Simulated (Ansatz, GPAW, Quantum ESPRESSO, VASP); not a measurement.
## Code comparison for CaZn2P2 (P-3m1, 5 atoms in the cell)

Self-consistent single point, at a second geometry (lattice scaled by 0.98). First geometry:

```yaml
crystal:
  lattice:
    - [4.01543, 0.00000, 0.00000]
    - [-2.00772, 3.47746, 0.00000]
    - [0.00000, 0.00000, 6.81288]
  atoms:
    - { symbol: Ca, position: [0.00000, 0.00000, 0.00000] }
    - { symbol: Zn, position: [0.33333, 0.66667, 0.63328] }
    - { symbol: Zn, position: [0.66667, 0.33333, 0.36672] }
    - { symbol: P, position: [0.66667, 0.33333, 0.73625] }
    - { symbol: P, position: [0.33333, 0.66667, 0.26375] }
```

Shared settings, as Ansatz (a program for electronic structure) writes them: kpoints.mp_grid.grid = 8 8 4; scf.occupations.method = fermi_dirac; scf.occupations.width = 0.0037 Ry. Potentials and cutoffs stand in the table.

| code | model | ΔF from the first geometry (meV/atom) | pressure (GPa) | largest force (eV/Å) | gap on the mesh (eV) | cutoff |
|---|---|---|---|---|---|---|
| VASP | LDA (PZ), VASP's LDA PAW potentials (set 64) | -14.1 | 0.18 | 0.182 | 0.617 | 300 eV |
| GPAW | LDA (Perdew-Wang 92), GPAW PAW datasets LDA (gpaw-data 1.0.1) | -16.0 | 0.12 | 0.118 | 0.629 | 800 eV |
| Ansatz | LDA (PW92), default PAW files made with PBE | -16.5 | -0.01 | 0.169 | 0.618 | 30.9 Ry |
| Quantum ESPRESSO | LDA (PZ), PSlibrary PAW (LDA) pseudopotentials | -16.6 | -0.76 | 0.166 | 0.611 | 50 Ry |

For Quantum ESPRESSO (by 0.8 GPa) the energy change implies a higher mean pressure, against the two pressures, than for the other programs: a sign of finite-basis (Pulay) stress.

Size of the force on each atom (eV/Å): Sizes of forces hide their directions.

| code | Ca1 | Zn2 | Zn3 | P4 | P5 |
|---|---|---|---|---|---|
| VASP | 0.000 | 0.033 | 0.033 | 0.182 | 0.182 |
| GPAW | 0.000 | 0.020 | 0.020 | 0.118 | 0.118 |
| Ansatz | 0.000 | 0.032 | 0.032 | 0.169 | 0.169 |
| Quantum ESPRESSO | 0.000 | 0.031 | 0.031 | 0.166 | 0.166 |

Gaps are read on the mesh.

The spread over the programs that give each value: ΔF from the first geometry within 2.5 meV/atom; pressure within 0.94 GPa; largest force within 0.064 eV/Å; gap on the mesh within 0.018 eV.

Ansatz's pressure is given at a fixed set of plane waves, as the other plane-wave codes print theirs; with its correction for the finite basis it is 0.04 GPa. The same LDA comes in different parametrisations, which differ slightly.

VASP's run is marked for a possible Pulay error in its stress at this cutoff; no cutoff test was made.

The starting cell comes from a database of computed structures (which also holds hypothetical and non-ambient phases and stackings), without a prior relaxation at this level. For this run, on top of that: lattice scaled by 0.98.

Left out of this page: CP2K and SIESTA (not drawn, or without a comparable value); FLEUR (with a known weakness of the program).

Keys are those of Ansatz 0.2.
